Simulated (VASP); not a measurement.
# BN (Qingsongite): structure and properties in VASP, part 2 of 6

What structure and properties does r2SCAN give BN (Qingsongite), and how near are they to the measured ones? The start is a cell from a database of measured crystal structures.

VASP 6.6.1, plane waves and PAW; the level of theory is named at each step.

So far, gap on the k-mesh (eV): step 2 (relaxing cell and atoms (r2SCAN)) 5.09; step 3 (single point with fields (r2SCAN)) 5.09.

### Step 4. Bands along the symmetry lines (r2SCAN)

Level of this step: r2SCAN; plane waves and PAW (B, N) (VASP).

The mesh alone shows little of the dispersion and can miss band extrema, so KPOINTS_OPT adds a path through the symmetry points after the self-consistent cycle.

INCAR reads:

```
SYSTEM = BN
PREC = Accurate
ENCUT = 520
EDIFF = 1E-06
NELM = 100
ISMEAR = 0
SIGMA = 0.05
LREAL = .FALSE.
ALGO = Normal
METAGGA = R2SCAN
LASPH = .TRUE.
NBANDS = 16
LORBIT = 11
LWAVE = .FALSE.
LCHARG = .FALSE.
KPAR = 2
```

POSCAR reads:

```
BN
1.0
    0.0000000000      1.8065386332      1.8065386332
    1.8065386332      0.0000000000      1.8065386332
    1.8065386332      1.8065386332      0.0000000000
B N
1 1
Direct
    0.0000000000      0.0000000000      0.0000000000
    0.2500000000      0.2500000000      0.2500000000
```

KPOINTS reads:

```
Automatic mesh
0
Gamma
11 11 11
0 0 0
```

KPOINTS_OPT reads:

```
Line mode
16
Line-mode
Reciprocal
  0.00000000   0.00000000   0.00000000 GAMMA
  0.50000000   0.00000000   0.50000000 X

  0.50000000   0.00000000   0.50000000 X
  0.50000000   0.25000000   0.75000000 W

  0.50000000   0.25000000   0.75000000 W
  0.37500000   0.37500000   0.75000000 K

  0.37500000   0.37500000   0.75000000 K
  0.00000000   0.00000000   0.00000000 GAMMA

  0.00000000   0.00000000   0.00000000 GAMMA
  0.50000000   0.50000000   0.50000000 L

  0.50000000   0.50000000   0.50000000 L
  0.62500000   0.25000000   0.62500000 U

  0.62500000   0.25000000   0.62500000 U
  0.50000000   0.25000000   0.75000000 W

  0.50000000   0.25000000   0.75000000 W
  0.50000000   0.50000000   0.50000000 L

  0.50000000   0.50000000   0.50000000 L
  0.37500000   0.37500000   0.75000000 K

  0.62500000   0.25000000   0.62500000 U
  0.50000000   0.00000000   0.50000000 X
```

PAW data sets: B and N (PBE family, release 64).

On the command line:

```
$ mpirun -np 2 vasp_std
```

What it wrote:

```text
[banner, memory and clock lines left out]
running    2 mpi-ranks, on    1 nodes
 distrk:  each k-point on    1 cores,    2 groups
 distr:  one band on    1 cores,    1 groups

 POSCAR found type information on POSCAR B N
 POSCAR found :  2 types and       2 ions
 [... a notice as in an earlier step ...]

 LDA part: xc-table for (None), standard interpolation
 POSCAR, INCAR and KPOINTS ok, starting setup
 FFT: planning ... GRIDC
 FFT: planning ... GRID_SOFT
 FFT: planning ... GRID
 WAVECAR not read
 entering main loop
       N       E                     dE             d eps       ncg     rms          rms(c)
DAV:   1     0.103762821679E+02    0.10376E+02   -0.48081E+03  1832   0.517E+02
DAV:   2    -0.219444263230E+02   -0.32321E+02   -0.31353E+02  2368   0.142E+02
DAV:   3    -0.224172346250E+02   -0.47281E+00   -0.47261E+00  2024   0.141E+01
DAV:   4    -0.224175536996E+02   -0.31907E-03   -0.31907E-03  2336   0.420E-01
DAV:   5    -0.224175539087E+02   -0.20910E-06   -0.20910E-06  2080   0.101E-02    0.662E+00
DAV:   6    -0.191758757026E+02    0.32417E+01   -0.15984E+00  1984   0.547E+00    0.357E+00
DAV:   7    -0.191723934545E+02    0.34822E-02   -0.22431E-01  2160   0.269E+00    0.184E+00
DAV:   8    -0.191722907042E+02    0.10275E-03   -0.40488E-02  2144   0.966E-01    0.176E-01
DAV:   9    -0.191718293893E+02    0.46131E-03   -0.59723E-03  2248   0.383E-01    0.106E-01
DAV:  10    -0.191717993500E+02    0.30039E-04   -0.53792E-04  2128   0.129E-01    0.302E-02
DAV:  11    -0.191718020009E+02   -0.26510E-05   -0.28505E-05  2336   0.325E-02    0.820E-03
DAV:  12    -0.191718028018E+02   -0.80082E-06   -0.11296E-06  1520   0.643E-03
   1 F= -.19171803E+02 E0= -.19171803E+02  d E =-.422433E-16
 Start KPOINTS_OPT (optional k-point list driver)
k-point batch [1-56\160]
       N       E                     dE             ncg
DAV:   1     0.121383828107E+04   -0.19504E+05     1832
DAV:   2    -0.530877112098E+03   -0.17447E+04     2408
DAV:   3    -0.555137157768E+03   -0.24260E+02     2128
DAV:   4    -0.555149935647E+03   -0.12778E-01     2336
DAV:   5    -0.555149942063E+03   -0.64166E-05     2120
DAV:   6    -0.555149942065E+03   -0.19222E-08     1872
[...]
k-point batch [113-160\160]
       N       E                     dE             ncg
DAV:   1     0.476506751912E+04   -0.20790E+05     1576
DAV:   2     0.320191394956E+04   -0.15632E+04     2008
DAV:   3     0.318038970452E+04   -0.21524E+02     1928
DAV:   4     0.318037822724E+04   -0.11477E-01     2024
DAV:   5     0.318037822142E+04   -0.58128E-05     1928
DAV:   6     0.318037822142E+04   -0.70781E-08     1576
```

Elapsed: 62 s, on 2 MPI ranks of AMD EPYC 7R43, shared host; peak memory 0.21 GiB; 2 min of CPU time.

From OUTCAR (step 4):

```text
The static configuration has the point symmetry T_d .

 Found     56 irreducible k-points:

   k-points           NKPTS =     56   k-points in BZ     NKDIM =     56   number of bands    NBANDS=     16

   NELECT =       8.0000    total number of electrons

 E-fermi :   7.5271

 k-point     1 :       0.0000    0.0000    0.0000
  band No.  band energies     occupation
      1     -14.0475      2.00000
      2       7.2624      2.00000
      3       7.2624      2.00000
      4       7.2624      2.00000
      5      16.7961      0.00000
      6      16.7961      0.00000
      7      16.7961      0.00000
      8      18.3517      0.00000
      9      33.4258      0.00000
    ...

 k-point     2 :       0.0909    0.0000    0.0000
  band No.  band energies     occupation
      1     -13.8391      2.00000
      2       6.1444      2.00000
      3       7.0426      2.00000
      4       7.0426      2.00000
      5      17.0499      0.00000
      6      17.1351      0.00000
      7      17.1351      0.00000
      8      19.0496      0.00000
      9      33.1846      0.00000
    ...

  Total        0.0002600      0.0002600      0.0002600     -0.0000000      0.0000000      0.0000000
  in kB        0.0353321      0.0353321      0.0353321     -0.0000000      0.0000000      0.0000000
  external PRESSURE =       0.0353321 kB  Pullay stress =       0.0000000 kB

 POSITION                                       TOTAL-FORCE (eV/Angst)
 -----------------------------------------------------------------------------------
      0.00000      0.00000      0.00000        -0.000000     -0.000000     -0.000000
      0.90327      0.90327      0.90327         0.000000      0.000000      0.000000
 -----------------------------------------------------------------------------------
    total drift:                                0.000000      0.000000      0.000000

  FREE ENERGIE OF THE ION-ELECTRON SYSTEM (eV)
  ---------------------------------------------------
  free  energy   TOTEN  =       -19.1718028018 eV

  energy  without entropy=      -19.1718028018  energy(sigma->0) =      -19.17180280

[... 8 parts as in an earlier step ...]

[... 5 further parts left out ...]
```

This step gave:

```
bands                             : 16
Fermi energy                      : 7.527 eV
pressure                          : 0.003533 GPa
least gap on mesh and path        : 4.978 eV
least direct gap on mesh and path : 9.534 eV
conduction bottom at k            : 0.5, 0, 0.5
```

Electronic bands along the path, in eV, zero at the valence-band top; v1 is the highest filled band, c1 the lowest empty one:

```
          point      v3     v2     v1     c1     c2     c3     c4
              Γ    0.00   0.00   0.00   9.53   9.53   9.53  11.09
0.47 of the way   -3.78  -2.88  -2.88   7.64  12.51  13.98  13.98
              X   -9.33  -5.11  -5.11   4.98   9.82  19.28  19.28
0.47 of the way   -8.95  -5.88  -5.85   6.87  11.37  17.67  18.80
              W   -7.97  -7.22  -6.70  10.34  14.27  15.47  15.58
0.53 of the way   -8.36  -7.71  -5.17   8.69  13.90  15.75  17.64
              K   -8.52  -7.92  -4.24   7.51  13.70  16.98  17.92
0.47 of the way   -6.45  -4.44  -1.35  11.32  11.79  12.38  14.65
              Γ    0.00   0.00   0.00   9.53   9.53   9.53  11.09
0.47 of the way   -5.21  -1.07  -1.07  10.30  11.02  11.02  14.29
              L  -11.10  -2.02  -2.02  10.81  11.48  11.48  16.42
0.47 of the way  -10.42  -4.37  -2.87   9.73  13.28  13.43  16.75
              U   -8.52  -7.92  -4.24   7.51  13.70  16.98  17.92
0.47 of the way   -8.36  -7.71  -5.17   8.69  13.90  15.75  17.64
              W   -7.97  -7.22  -6.70  10.34  14.27  15.47  15.58
0.53 of the way  -10.20  -4.77  -3.39  10.38  11.84  15.03  16.87
              L  -11.10  -2.02  -2.02  10.81  11.48  11.48  16.42
0.47 of the way  -10.42  -4.37  -2.87   9.73  13.28  13.43  16.75
              K   -8.52  -7.92  -4.24   7.51  13.70  16.98  17.92
      jump to U   -8.52  -7.92  -4.24   7.51  13.70  16.98  17.92
0.53 of the way   -9.14  -6.07  -4.91   5.86  10.69  18.71  18.92
              X   -9.33  -5.11  -5.11   4.98   9.82  19.28  19.28
```

The largest weight of each band there:

```
point      v3      v2      v1      c1      c2      c3      c4
    Γ  N 0.86  N 0.86  N 0.86  B 0.93  B 0.93  B 0.93  N 0.73
    X  N 0.54  N 0.62  N 0.62  B 0.59  B 0.90  B 0.55  B 0.55
    W  B 0.51  N 0.65  N 0.54  N 0.87  B 0.74  B 1.00  B 0.50
    K  N 0.51  N 0.58  N 0.64  B 0.57  B 0.57  B 0.60  B 0.62
    Γ  N 0.86  N 0.86  N 0.86  B 0.93  B 0.93  B 0.93  N 0.73
    L  B 0.50  N 0.72  N 0.72  B 0.61  B 0.79  B 0.79  N 0.80
```

The electronic bands as a text plot (rows in eV, shown from -8.0 to 11.0 only):

```
   10.6 | +    +      +     + +++   ++++++++      +++++ +++    +
    9.8 |+      +++  +     +    ++++++      +    +              +
    9.0 | ++           +  +                  +             +
    8.2 |   +       +    +                    + +           +
    7.4 |    +          +                      +             +
    6.6 |     +    +                                          +
    5.8 |      +                                               +
    5.0 |       +++                                             +
    4.3 |
    3.5 |
    2.7 |
    1.9 |
    1.1 |
    0.3 |                        **
   -0.5 |**                   **** ***
   -1.3 | **                 *  *     **
   -2.1 |   *               *  *    *   ****           ***
   -2.9 |   *              *  *            **         ** ***
   -3.7 |    **          **    *             **      **   * *
   -4.4 |    * *        *    **      *      *  *    **       **
   -5.2 |     * ***    *                        *  *       *   **
   -6.0 |          **       *         *      *   *  *          *
   -6.8 |           ***    * *                    **        *
   -7.6 |      *      ***** *                 *****          **
         Γ       X    W  K        Γ      L     U  W     L   K|U X
```

The path lowers the gap by 0.11 eV against the mesh alone, so a band edge lies off the mesh.

On this path the gap is indirect, 4.98 eV, with the valence top at Γ and the conduction bottom at X. The least direct gap is 9.53 eV.

### Step 5. Total and projected DOS (r2SCAN)

A density of states needs more k-points than a total energy; ISMEAR = -5 takes tetrahedra, and LORBIT projects the states on the PAW spheres. The mesh is finer than in the run before.

INCAR, as its differences from that of step 4:

```diff
@@ -5,3 +5,3 @@
 NELM = 100
-ISMEAR = 0
+ISMEAR = -5
 SIGMA = 0.05
@@ -16 +16,2 @@
 KPAR = 2
+NEDOS = 2001
```

POSCAR is that of step 4.

KPOINTS reads:

```
Automatic mesh
0
Gamma
16 16 16
0 0 0
```

On the command line:

```
$ mpirun -np 2 vasp_std
```

What it wrote:

```text
[... set-up lines as in an earlier step ...]
 entering main loop
       N       E                     dE             d eps       ncg     rms          rms(c)
DAV:   1     0.116682912466E+02    0.11668E+02   -0.47473E+03  4744   0.512E+02
DAV:   2    -0.219219318762E+02   -0.33590E+02   -0.32570E+02  6080   0.144E+02
DAV:   3    -0.224171502904E+02   -0.49522E+00   -0.49498E+00  5304   0.144E+01
DAV:   4    -0.224174843472E+02   -0.33406E-03   -0.33405E-03  6064   0.432E-01
DAV:   5    -0.224174845630E+02   -0.21582E-06   -0.21581E-06  5456   0.104E-02    0.662E+00
DAV:   6    -0.191758138288E+02    0.32417E+01   -0.15985E+00  5232   0.547E+00    0.357E+00
DAV:   7    -0.191723597338E+02    0.34541E-02   -0.22524E-01  5584   0.269E+00    0.184E+00
DAV:   8    -0.191722559656E+02    0.10377E-03   -0.40505E-02  5608   0.965E-01    0.178E-01
DAV:   9    -0.191717796254E+02    0.47634E-03   -0.61140E-03  5936   0.387E-01    0.107E-01
DAV:  10    -0.191717475021E+02    0.32123E-04   -0.54611E-04  5568   0.130E-01    0.306E-02
DAV:  11    -0.191717500714E+02   -0.25693E-05   -0.29116E-05  6040   0.328E-02    0.823E-03
DAV:  12    -0.191717508776E+02   -0.80617E-06   -0.11701E-06  4024   0.651E-03
   1 F= -.19171751E+02 E0= -.19171751E+02  d E =0.000000E+00
```

The job ended after 81 s (2 MPI ranks; peak memory 0.21 GiB; 2.7 min of CPU time).

From OUTCAR (step 5):

```text
   k-points           NKPTS =    145   k-points in BZ     NKDIM =    145   number of bands    NBANDS=     16

   NELECT =       8.0000    total number of electrons

 E-fermi :   7.2844

 k-point     2 :       0.0625    0.0000    0.0000
  band No.  band energies     occupation
      1     -13.9488      2.00000
      2       6.7060      2.00000
      3       7.1549      2.00000
      4       7.1549      2.00000
      5      16.9391      0.00000
      6      16.9628      0.00000
      7      16.9628      0.00000
      8      18.6881      0.00000
      9      33.3136      0.00000
    ...

  Total        0.0000113      0.0000113      0.0000113      0.0000000      0.0000000      0.0000000
  in kB        0.0015331      0.0015331      0.0015331      0.0000000      0.0000000      0.0000000
  external PRESSURE =       0.0015331 kB  Pullay stress =       0.0000000 kB

  FREE ENERGIE OF THE ION-ELECTRON SYSTEM (eV)
  ---------------------------------------------------
  free  energy   TOTEN  =       -19.1717508776 eV

  energy  without entropy=      -19.1717508776  energy(sigma->0) =      -19.17175088

[... 9 parts as in an earlier step ...]

[... 8 further parts left out ...]
```

Numbers from this step:

```
irreducible k-points   : 145
Fermi energy           : 7.284 eV
pressure               : 1.53e-4 GPa
conduction bottom at k : 0.5, 0.5, 0
gap on the k-mesh      : 4.978 eV
```

The density of states has structure finer than the step of the table below, so its rows give means over 1 eV, whole bins alone (the curve runs from -12.0 to 12.9 eV). Peaks (eV: height): total -8.7: 1.17, 10.1: 1.03, 11.4: 1.19, 12.7: 1.36; N p -8.7: 0.427, -2.3: 0.441, 10.1: 0.159, 12.7: 0.197; B p -5.0: 0.217, 10.8: 0.279, 11.4: 0.400, 11.7: 0.362; B s -8.7: 0.265, 10.9: 0.126, 12.7: 0.162; N s -8.6: 0.0364, 10.9: 0.0834, 11.4: 0.0637, 12.7: 0.0854.

States under -12.0 eV and over 12.9 eV are left out. The density of states by energy, zero at the valence-band top; means over each step; values in states/eV/cell:

```
energy (eV)   total      N p      B p      B s      N s
        -11  0.0586   0.0193  0.00746   0.0114   6.0e-4
        -10   0.265   0.0897   0.0364   0.0478  0.00563
         -9   0.716    0.256   0.0794    0.148   0.0215
         -8   0.419    0.153   0.0513   0.0715   0.0257
         -7   0.501    0.199   0.0862   0.0545   0.0201
         -6   0.594    0.252    0.118   0.0506   0.0169
         -5   0.827    0.380    0.191   0.0393   0.0138
         -4   0.835    0.410    0.195   0.0263   0.0106
         -3   0.800    0.424    0.182   0.0150  0.00732
         -2   0.640    0.365    0.135  0.00662  0.00415
         -1   0.296    0.183   0.0510  0.00189  0.00167
          0  0.0520   0.0345  0.00707   9.7e-5   1.4e-4
          1       0        0        0        0        0
          2       0        0        0        0        0
          3       0        0        0        0        0
          4       0        0        0        0        0
          5  0.0128   2.3e-4  0.00254   4.8e-5  0.00163
          6  0.0843  0.00349   0.0174  0.00106  0.00970
          7   0.163   0.0109   0.0361  0.00430   0.0158
          8   0.271   0.0238   0.0658   0.0101   0.0214
          9   0.437   0.0477    0.120   0.0171   0.0265
         10   0.804    0.106    0.225   0.0415   0.0368
         11   0.722   0.0672    0.226   0.0771   0.0446
         12    1.03    0.122    0.318    0.103   0.0655
```

The gap on this mesh is 4.98 eV. In the top eV of the valence band the largest shares in the PAW spheres are N p 64 % and B p 15 %; in the lowest eV of the conduction band, B p 20 % and N s 12 %. The rest lies in smaller channels or between the spheres.

(Part 2 of 6 ends here.)

[Lines on the potential files, build, host, timing and source positions are cut from VASP's logs without a mark.]

[Logs are printed without paths, hosts, clocks, repeated set-up lines and the standing remarks that a program may print on its own settings, such as how far it seeks lower states.]

[Hosts, paths, dates, database ids (printed as entryN), source tags and the programs' standing remarks are cut or masked in the printed files.]

[Measured values are set beside computed ones only where the two were judged alike; some that the calculation misses by far are left out.]

[In band tables of VASP the shares of atoms and orbitals are scaled to a sum of 1 inside the atoms' spheres.]
